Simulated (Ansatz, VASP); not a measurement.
# BaH2: VASP beside Ansatz, part 2 of 2

Aim: how closely do two programs agree when they are given the same cell, functional and k mesh? The cell is taken from a series of runs on this material, whose earlier steps may have relaxed, scaled, displaced or heated it; both programs get it as it stands.

VASP 6.6.1 and Ansatz 0.2.0.

So far: Set-up; Ansatz: zone-centre phonons, r2SCAN.

### Step 3. VASP: zone-centre phonons, r2SCAN

Level of this step: r2SCAN; plane waves and PAW (Ba_sv, H) (VASP).

The same cell, functional and mesh now go to VASP, with its own data sets.

Lines of VASP's logs that name or quote its potential files are left out, and so is its time.

INCAR reads:

```
SYSTEM = BaH2
PREC = Accurate
ENCUT = 550
EDIFF = 1E-08
NELM = 120
ISMEAR = 0
SIGMA = 0.01
LREAL = .FALSE.
ALGO = Normal
METAGGA = R2SCAN
LASPH = .TRUE.
NBANDS = 18
LORBIT = 11
LWAVE = .FALSE.
LCHARG = .FALSE.
ISIF = 2
IBRION = 6
NFREE = 2
POTIM = 0.015
NSW = 1
GGA_COMPAT = .FALSE.
EFERMI = MIDGAP
LMIXTAU = .TRUE.
KPAR = 2
```

POSCAR reads:

```
BaH2
1.0
    4.4389864655      0.0000000000      0.0000000000
   -2.2194932327      3.8442750462      0.0000000000
    0.0000000000      0.0000000000      5.9944498709
Ba H
2 4
Direct
    0.6666666667      0.3333333333      0.7500000000
    0.3333333333      0.6666666667      0.2500000000
    0.3333333333      0.6666666667      0.7500000000
    0.6666666667      0.3333333333      0.2500000000
    0.0000000000      0.0000000000      0.5000000000
    0.0000000000      0.0000000000      0.0000000000
```

KPOINTS reads:

```
Automatic mesh
0
Gamma
9 9 6
0 0 0
```

Potentials, in the order of the species: Ba_sv and H (PBE family, release 64).

The run is started by

```
mpirun -np 2 vasp_std
```

Numbers of over 12 decimals in the logs are rounded to 6 here.

Output:

```text
[banner, memory and clock lines left out]
running    2 mpi-ranks, on    1 nodes
 distrk:  each k-point on    1 cores,    2 groups
 distr:  one band on    1 cores,    1 groups

 POSCAR found type information on POSCAR BaH
 POSCAR found :  2 types and       6 ions
|                                                                             |
|               ----> ADVICE to this user running VASP <----                  |
|                                                                             |
|     You enforced a specific xc type in the INCAR file but a different       |
|     [... a line on the potential file left out ...]
|     I HOPE YOU KNOW WHAT YOU ARE DOING!                                     |
|                                                                             |

 LDA part: xc-table for (None), standard interpolation
 POSCAR, INCAR and KPOINTS ok, starting setup
 FFT: planning ... GRIDC
 FFT: planning ... GRID_SOFT
 FFT: planning ... GRID
 WAVECAR not read
 entering main loop
       N       E                     dE             d eps       ncg     rms          rms(c)
DAV:   1     0.912549324707E+02    0.91255E+02   -0.10788E+04  1728   0.121E+03
DAV:   2    -0.673305420487E+02   -0.15859E+03   -0.15335E+03  2612   0.222E+02
DAV:   3    -0.766797314007E+02   -0.93492E+01   -0.93230E+01  2250   0.595E+01
DAV:   4    -0.768535879158E+02   -0.17386E+00   -0.17377E+00  2636   0.659E+00
DAV:   5    -0.768552125170E+02   -0.16246E-02   -0.16245E-02  2328   0.513E-01    0.767E+00
DAV:   6    -0.724080183190E+02    0.44472E+01   -0.19741E+00  2270   0.794E+00    0.425E+00
DAV:   7    -0.685779638054E+02    0.38301E+01   -0.27007E+00  1926   0.127E+01    0.929E-01
DAV:   8    -0.700325268750E+02   -0.14546E+01   -0.10473E+00  1906   0.938E+00    0.500E-01
DAV:   9    -0.701031592391E+02   -0.70632E-01   -0.52037E-01  1896   0.565E+00    0.426E-01
DAV:  10    -0.701978569752E+02   -0.94698E-01   -0.10270E-01  1852   0.258E+00    0.199E-01
DAV:  11    -0.702023630724E+02   -0.45061E-02   -0.37886E-02  1908   0.163E+00    0.115E-01
DAV:  12    -0.702252073492E+02   -0.22844E-01   -0.71027E-03  2018   0.963E-01    0.480E-02
DAV:  13    -0.702234221033E+02    0.17852E-02   -0.13211E-03  1956   0.361E-01    0.230E-02
DAV:  14    -0.702265802788E+02   -0.31582E-02   -0.12095E-03  1822   0.409E-01    0.218E-02
[...]
DAV:  18    -0.702265839424E+02   -0.39410E-05   -0.92670E-06  2326   0.272E-02    0.118E-03
DAV:  19    -0.702265827512E+02    0.11912E-05   -0.52650E-07  2342   0.637E-03    0.973E-04
DAV:  20    -0.702265829511E+02   -0.19990E-06   -0.53535E-08  1866   0.227E-03    0.690E-04
DAV:  21    -0.702265830479E+02   -0.96832E-07   -0.17029E-07  1836   0.468E-03    0.734E-05
DAV:  22    -0.702265830341E+02    0.13790E-07   -0.11278E-08  1334   0.107E-03    0.112E-04
DAV:  23    -0.702265830532E+02   -0.19111E-07   -0.19037E-09  1024   0.446E-04    0.697E-05
DAV:  24    -0.702265830779E+02   -0.24627E-07   -0.51682E-10  1008   0.228E-04    0.345E-05
DAV:  25    -0.702265830870E+02   -0.91611E-08   -0.17805E-10   994   0.140E-04
   1 F= -.70226583E+02 E0= -.70226583E+02  d E =0.000000E+00
[... from here on, the cycles between the ionic steps are left out ...]
   2 F= -.70226154E+02 E0= -.70226154E+02  d E =0.000000E+00
   7 F= -.70226200E+02 E0= -.70226200E+02  d E =0.000000E+00
   8 F= -.70226534E+02 E0= -.70226534E+02  d E =0.000000E+00
   9 F= -.70226534E+02 E0= -.70226534E+02  d E =0.000000E+00
  10 F= -.70226471E+02 E0= -.70226471E+02  d E =0.000000E+00
  11 F= -.70226471E+02 E0= -.70226471E+02  d E =0.000000E+00
  12 F= -.70226381E+02 E0= -.70226381E+02  d E =0.000000E+00
 Finite differences progress:
  Degree of freedom:   6/  6
  Displacement:        1/  2
  Total:              11/ 12
 bond charge predicted
       N       E                     dE             d eps       ncg     rms          rms(c)
DAV:   1    -0.702271052312E+02   -0.72407E-03   -0.27375E-01  2242   0.229E+00    0.110E-01
DAV:   2    -0.702268083601E+02    0.29687E-03   -0.12356E-03  2670   0.231E-01    0.634E-02
DAV:   3    -0.702273032266E+02   -0.49487E-03   -0.13889E-03  2864   0.236E-01    0.113E-02
DAV:   4    -0.702267605953E+02    0.54263E-03   -0.71536E-04  2324   0.189E-01    0.129E-02
DAV:   5    -0.702263929975E+02    0.36760E-03   -0.18963E-04  2336   0.982E-02    0.373E-03
DAV:   6    -0.702263871268E+02    0.58707E-05   -0.17241E-05  2474   0.415E-02    0.157E-03
DAV:   7    -0.702263833811E+02    0.37457E-05   -0.51466E-06  2418   0.227E-02    0.886E-04
DAV:   8    -0.702263836484E+02   -0.26735E-06   -0.15894E-06  2370   0.122E-02    0.385E-04
DAV:   9    -0.702263828397E+02    0.80874E-06   -0.82123E-07  2324   0.110E-02    0.169E-04
DAV:  10    -0.702263814764E+02    0.13633E-05   -0.29517E-07  2314   0.623E-03    0.135E-04
DAV:  11    -0.702263811724E+02    0.30401E-06   -0.39932E-08  2142   0.215E-03    0.894E-05
DAV:  12    -0.702263811672E+02    0.51589E-08   -0.18516E-09  1764   0.293E-04
  13 F= -.70226381E+02 E0= -.70226381E+02  d E =0.000000E+00
 Finite differences progress:
  Degree of freedom:   6/  6
  Displacement:        2/  2
  Total:              12/ 12
```

Parts of OUTCAR (step 3):

```text
ion  position               nearest neighbor table
   1  0.667  0.333  0.750-   3 2.56   3 2.56   3 2.56   2 3.94   2 3.94   2 3.94   2 3.94   2 3.94
                             2 3.94
   2  0.333  0.667  0.250-   4 2.56   4 2.56   4 2.56   1 3.94   1 3.94   1 3.94   1 3.94   1 3.94
                             1 3.94
   3  0.333  0.667  0.750-   1 2.56   1 2.56   1 2.56
   4  0.667  0.333  0.250-   2 2.56   2 2.56   2 2.56
   5  0.000  0.000  0.500-
   6  0.000  0.000  0.000-

  LATTYP: Found a hexagonal cell.
 ALAT       =     4.4389864655
 C/A-ratio  =     1.3504095850

 Subroutine GETGRP returns: Found 24 space group operations
 (whereof 12 operations were pure point group operations)

The static configuration has the point symmetry D_3d.
 The point group associated with its full space group is D_6h.

 Found     48 irreducible k-points:

   k-points           NKPTS =     48   k-points in BZ     NKDIM =     48   number of bands    NBANDS=     18

   dimension x,y,z NGX =    36 NGY =   36 NGZ =   48
   dimension x,y,z NGXF=    72 NGYF=   72 NGZF=   96

   ENCUT  =  550.0 eV  40.42 Ry    6.36 a.u.   8.49  8.49 11.46*2*pi/ulx,y,z

   NELECT =      24.0000    total number of electrons

 k-points in reciprocal lattice and weights: Automatic mesh
   0.00000000  0.00000000  0.00000000       0.002
   0.11111111  0.00000000  0.00000000       0.012
   0.22222222 -0.00000000  0.00000000       0.012
   0.33333333  0.00000000  0.00000000       0.012
   0.44444444 -0.00000000  0.00000000       0.012
   0.11111111  0.11111111  0.00000000       0.012
   0.22222222  0.11111111  0.00000000       0.025
   0.33333333  0.11111111  0.00000000       0.025
   0.44444444  0.11111111  0.00000000       0.012
[...]
0.33333333  0.22222222  0.50000000       0.025
   0.33333333  0.33333333  0.50000000       0.004

 average (electrostatic) potential at core
       1 -43.0934       2 -43.0754       3 -35.0312       4 -35.0177       5 -34.6314
       6 -34.6314

 E-fermi :   2.0273

 k-point     1 :       0.0000    0.0000    0.0000
  band No.  band energies     occupation
    ...
      8     -11.1732      2.00000
      9      -3.3279      2.00000
     10      -2.0368      2.00000
     11       0.5055      2.00000
     12       0.9479      2.00000
     13       4.3070      0.00000
     14       4.3070      0.00000
     15       5.3545      0.00000
     16       5.3545      0.00000
     17       5.4153      0.00000
    ...

 k-point     2 :       0.1111    0.0000    0.0000
  band No.  band energies     occupation
    ...
      8     -11.1836      2.00000
      9      -3.1098      2.00000
     10      -1.9178      2.00000
     11       0.3735      2.00000
     12       0.5270      2.00000
     13       4.5174      0.00000
     14       4.9586      0.00000
     15       5.0981      0.00000
     16       5.1188      0.00000
     17       5.1275      0.00000
    ...

 k-point     3 :       0.2222   -0.0000    0.0000
  band No.  band energies     occupation
    ...
      8     -11.1843      2.00000
      9      -2.5470      2.00000
     10      -1.6455      2.00000
     11      -0.1748      2.00000
     12       0.0423      2.00000
[...]
-0.00000      2.56285      4.49584        -0.000000     -0.000000     -0.001677
      2.21949      1.28143      1.49861        -0.000000      0.000000     -0.001637
      0.00000      0.00000      2.98222        -0.000000      0.000000      0.026956
      0.00000      0.00000      0.00000        -0.000000      0.000000     -0.008480
 -----------------------------------------------------------------------------------
    total drift:                                0.000000     -0.000000     -0.000114

  FREE ENERGIE OF THE ION-ELECTRON SYSTEM (eV)
  ---------------------------------------------------
  free  energy   TOTEN  =       -70.2263811672 eV

  energy  without entropy=      -70.2263811672  energy(sigma->0) =      -70.22638117

 Eigenvectors and eigenvalues of the dynamical matrix
 ----------------------------------------------------

   1 f  =   29.520213 THz   185.480966 2PiTHz  984.688302 cm-1   122.085735 meV
             X         Y         Z           dx          dy          dz
      2.219493  1.281425  4.495837    -0.023118   -0.035238    0.000000
     -0.000000  2.562850  1.498612    -0.023118   -0.035238    0.000000
     -0.000000  2.562850  4.495837     0.373216    0.568878    0.000000
      2.219493  1.281425  1.498612     0.373216    0.568878   -0.000000
      0.000000  0.000000  2.997225    -0.103078   -0.157117    0.000000
      0.000000  0.000000  0.000000    -0.103078   -0.157117    0.000000

   2 f  =   29.520213 THz   185.480966 2PiTHz  984.688302 cm-1   122.085735 meV
             X         Y         Z           dx          dy          dz
      2.219493  1.281425  4.495837     0.035238   -0.023118   -0.000000
     -0.000000  2.562850  1.498612     0.035238   -0.023118   -0.000000
     -0.000000  2.562850  4.495837    -0.568878    0.373216   -0.000000
      2.219493  1.281425  1.498612    -0.568878    0.373216   -0.000000
      0.000000  0.000000  2.997225     0.157117   -0.103078   -0.000000
      0.000000  0.000000  0.000000     0.157117   -0.103078   -0.000000

   3 f  =   29.112703 THz   182.920507 2PiTHz  971.095240 cm-1   120.400411 meV
             X         Y         Z           dx          dy          dz
      2.219493  1.281425  4.495837     0.021083    0.032135    0.000000
     -0.000000  2.562850  1.498612    -0.021083   -0.032135   -0.000000
     -0.000000  2.562850  4.495837    -0.387317   -0.590346    0.000000
      2.219493  1.281425  1.498612     0.387317    0.590346   -0.000000
      0.000000  0.000000  2.997225    -0.000000   -0.000000    0.000000
      0.000000  0.000000  0.000000    -0.000000   -0.000000   -0.000000

   4 f  =   29.112703 THz   182.920507 2PiTHz  971.095240 cm-1   120.400411 meV
             X         Y         Z           dx          dy          dz
      2.219493  1.281425  4.495837     0.032135   -0.021083   -0.000000
     -0.000000  2.562850  1.498612    -0.032135    0.021083    0.000000
     -0.000000  2.562850  4.495837    -0.590346    0.387317    0.000000
      2.219493  1.281425  1.498612     0.590346   -0.387317   -0.000000
      0.000000  0.000000  2.997225    -0.000000   -0.000000   -0.000000
      0.000000  0.000000  0.000000    -0.000000   -0.000000   -0.000000

   5 f  =   24.026332 THz   150.961897 2PiTHz  801.432174 cm-1    99.364881 meV
             X         Y         Z           dx          dy          dz
      2.219493  1.281425  4.495837     0.000000   -0.000000    0.000000
     -0.000000  2.562850  1.498612     0.000000   -0.000000    0.000000
     -0.000000  2.562850  4.495837    -0.000000    0.000000    0.000000
      2.219493  1.281425  1.498612    -0.000000    0.000000    0.000000
      0.000000  0.000000  2.997225     0.000000   -0.000000   -0.707107
      0.000000  0.000000  0.000000    -0.000000    0.000000    0.707107

   6 f  =   17.713186 THz   111.295227 2PiTHz  590.848270 cm-1    73.255816 meV
             X         Y         Z           dx          dy          dz
      2.219493  1.281425  4.495837    -0.000000    0.000000   -0.046489
     -0.000000  2.562850  1.498612    -0.000000    0.000000   -0.046489
     -0.000000  2.562850  4.495837     0.000000   -0.000000   -0.145783
      2.219493  1.281425  1.498612     0.000000   -0.000000   -0.145783
      0.000000  0.000000  2.997225    -0.000000    0.000000    0.690352
      0.000000  0.000000  0.000000     0.000000   -0.000000    0.690352

   7 f  =   15.414056 THz    96.849368 2PiTHz  514.157555 cm-1    63.747384 meV
             X         Y         Z           dx          dy          dz
      2.219493  1.281425  4.495837    -0.000000   -0.000000   -0.000000
     -0.000000  2.562850  1.498612     0.000000   -0.000000   -0.000000
     -0.000000  2.562850  4.495837     0.000000    0.000000    0.000000
      2.219493  1.281425  1.498612    -0.000000    0.000000   -0.000000
      0.000000  0.000000  2.997225    -0.387879   -0.591227   -0.000000
      0.000000  0.000000  0.000000     0.387879    0.591227   -0.000000

   8 f  =   15.414056 THz    96.849368 2PiTHz  514.157555 cm-1    63.747384 meV
             X         Y         Z           dx          dy          dz
      2.219493  1.281425  4.495837    -0.000000    0.000000    0.000000
     -0.000000  2.562850  1.498612    -0.000000    0.000000    0.000000
     -0.000000  2.562850  4.495837     0.000000   -0.000000   -0.000000
      2.219493  1.281425  1.498612     0.000000   -0.000000   -0.000000
      0.000000  0.000000  2.997225    -0.591227    0.387879   -0.000000
      0.000000  0.000000  0.000000     0.591227   -0.387879   -0.000000

   9 f  =   14.353829 THz    90.187768 2PiTHz  478.792203 cm-1    59.362641 meV
             X         Y         Z           dx          dy          dz
      2.219493  1.281425  4.495837     0.040496    0.061726    0.000000
     -0.000000  2.562850  1.498612     0.040496    0.061726    0.000000
     -0.000000  2.562850  4.495837    -0.100364   -0.152981   -0.000000
      2.219493  1.281425  1.498612    -0.100364   -0.152981    0.000000
      0.000000  0.000000  2.997225    -0.372474   -0.567747    0.000000
      0.000000  0.000000  0.000000    -0.372474   -0.567747    0.000000

  10 f  =   14.353829 THz    90.187768 2PiTHz  478.792203 cm-1    59.362641 meV
             X         Y         Z           dx          dy          dz
      2.219493  1.281425  4.495837     0.061726   -0.040496   -0.000000
     -0.000000  2.562850  1.498612     0.061726   -0.040496   -0.000000
     -0.000000  2.562850  4.495837    -0.152981    0.100364    0.000000
      2.219493  1.281425  1.498612    -0.152981    0.100364   -0.000000
      0.000000  0.000000  2.997225    -0.567747    0.372474    0.000000
      0.000000  0.000000  0.000000    -0.567747    0.372474    0.000000

  11 f  =   12.634427 THz    79.384449 2PiTHz  421.439135 cm-1    52.251770 meV
             X         Y         Z           dx          dy          dz
      2.219493  1.281425  4.495837    -0.000000   -0.000000    0.108357
     -0.000000  2.562850  1.498612     0.000000   -0.000000   -0.108357
     -0.000000  2.562850  4.495837    -0.000000    0.000000   -0.698755
      2.219493  1.281425  1.498612     0.000000    0.000000    0.698755
      0.000000  0.000000  2.997225     0.000000    0.000000    0.000000
      0.000000  0.000000  0.000000     0.000000    0.000000    0.000000

  12 f  =    7.002631 THz    43.998829 2PiTHz  233.582632 cm-1    28.960542 meV
             X         Y         Z           dx          dy          dz
      2.219493  1.281425  4.495837     0.000000    0.000000    0.072289
     -0.000000  2.562850  1.498612     0.000000    0.000000    0.072289
     -0.000000  2.562850  4.495837    -0.000000   -0.000000   -0.689192
      2.219493  1.281425  1.498612    -0.000000    0.000000   -0.689192
      0.000000  0.000000  2.997225    -0.000000   -0.000000   -0.140670
      0.000000  0.000000  0.000000    -0.000000   -0.000000   -0.140670

  13 f  =    2.769612 THz    17.401984 2PiTHz   92.384305 cm-1    11.454189 meV
             X         Y         Z           dx          dy          dz
      2.219493  1.281425  4.495837     0.000000    0.000000   -0.698755
     -0.000000  2.562850  1.498612    -0.000000   -0.000000    0.698755
     -0.000000  2.562850  4.495837     0.000000    0.000000   -0.108357
      2.219493  1.281425  1.498612     0.000000   -0.000000    0.108357
      0.000000  0.000000  2.997225     0.000000    0.000000   -0.000000
      0.000000  0.000000  0.000000     0.000000    0.000000   -0.000000
    [... 42 further lines ...]
      2.219493  1.281425  1.498612    -0.000000   -0.000000   -0.061328
      0.000000  0.000000  2.997225    -0.000000   -0.000000   -0.060215
      0.000000  0.000000  0.000000    -0.000000   -0.000000   -0.060215

 ELASTIC MODULI CONTR FROM IONIC RELAXATION (kBar)
 Direction    XX          YY          ZZ          XY          YZ          ZX
 --------------------------------------------------------------------------------
 XX        -201.3246    201.3246     -0.0000     -0.0000     -0.0000      0.0000
 YY         201.3246   -201.3246      0.0000     -0.0000      0.0000     -0.0000
 ZZ          -0.0000      0.0000     -0.0000     -0.0000      0.0000     -0.0000
 XY          -0.0000     -0.0000     -0.0000   -201.3246     -0.0000      0.0000
 YZ          -0.0000      0.0000      0.0000     -0.0000     -0.0000      0.0000
 ZX           0.0000     -0.0000     -0.0000      0.0000      0.0000     -0.0000
 --------------------------------------------------------------------------------

 total charge
# of ion       s       p       d       tot
------------------------------------------
    1        2.020   5.622   0.275   7.917
    2        2.020   5.622   0.275   7.917
    3        0.545   0.002   0.000   0.546
    4        0.545   0.002   0.000   0.546
    5        0.503   0.001   0.000   0.504
    6        0.503   0.001   0.000   0.504
--------------------------------------------------
tot          6.136  11.249   0.551  17.936
```

CONTCAR:

```
BaH2
   1.00000000000000
     4.4389864655000002    0.0000000000000000    0.0000000000000000
    -2.2194932327000001    3.8442750461999999    0.0000000000000000
     0.0000000000000000    0.0000000000000000    5.9944498708999996
  Ba              H
     2     4
Direct
     0.6666666667000030    0.3333333332999970    0.7500000000000000
     0.3333333332999970    0.6666666667000030    0.2500000000000000
     0.3333333332999970    0.6666666667000030    0.7500000000000000
     0.6666666667000030    0.3333333332999970    0.2500000000000000
     0.0000000000000000    0.0000000000000000    0.4974976853050657
     0.0000000000000000    0.0000000000000000    0.0000000000000000
```

Harder data sets than Ba_sv exist (the GW ones), and pressures, volumes and forces can shift noticeably with them.

Levels, forces or a CONTCAR printed for this step are those of its last displaced cell, not of the structure at rest.

### Step 4. Side by side

Known differences besides the potentials themselves: VASP keeps PBE cores, Ansatz makes them for the functional; fixed occupations in Ansatz, narrow Gaussian smearing in VASP; the cutoff is 500 eV in Ansatz and 550 eV in VASP; VASP uses finite displacements, Ansatz perturbation theory. Total energies have different zeros and are not compared.

The two programs side by side:

| quantity | Ansatz | VASP | difference |
| --- | --- | --- | --- |
| optical mode 1 to 2 (cm⁻¹) | 78.1 | 79.6 | -1.95 % |
| optical mode 3 (cm⁻¹) | 84.8 | 92.4 | -8.17 % |
| optical mode 4 (cm⁻¹) | 221.9 | 233.6 | -4.99 % |
| optical mode 5 (cm⁻¹) | 419.6 | 421.4 | -0.43 % |
| optical mode 6 to 7 (cm⁻¹) | 466.1 | 478.8 | -2.64 % |
| optical mode 8 to 9 (cm⁻¹) | 499.3 | 514.2 | -2.90 % |
| optical mode 10 (cm⁻¹) | 577.5 | 590.8 | -2.26 % |
| optical mode 11 (cm⁻¹) | 790.3 | 801.4 | -1.39 % |
| optical mode 12 to 13 (cm⁻¹) | 947.8 | 971.1 | -2.40 % |
| optical mode 14 to 15 (cm⁻¹) | 959.9 | 984.7 | -2.52 % |

Modes are paired by rising frequency, not by their patterns, so a pair may set unlike modes beside each other; they are those without the splitting of longitudinal modes.

### Step 5. Summary of results

| Property | Result |
| --- | --- |
| r.m.s. difference of the optical zone-centre modes, each program's sorted by frequency (zone-centre phonons, r2SCAN) | 15 cm⁻¹ |
| difference in optical mode 3 (zone-centre phonons, r2SCAN) | -8.2 % |

What this shows: The r.m.s. difference of the optical zone-centre modes, each program's sorted by frequency is 15 cm⁻¹ (zone-centre phonons, r2SCAN). Among the rows given in per cent, the largest difference of the zone-centre phonons, r2SCAN pair is in optical mode 3, -8.2 %. How closely two codes agree says nothing of how well the functional describes the real material.

[Lines on the potential files, build, host, timing and source positions are cut from VASP's logs without a mark.]

[Logs are printed without paths, hosts, clocks, repeated set-up lines and the standing remarks that a program may print on its own settings, such as how far it seeks lower states.]

[Hosts, paths, dates, database ids (printed as entryN), source tags and the programs' standing remarks are cut or masked in the printed files.]
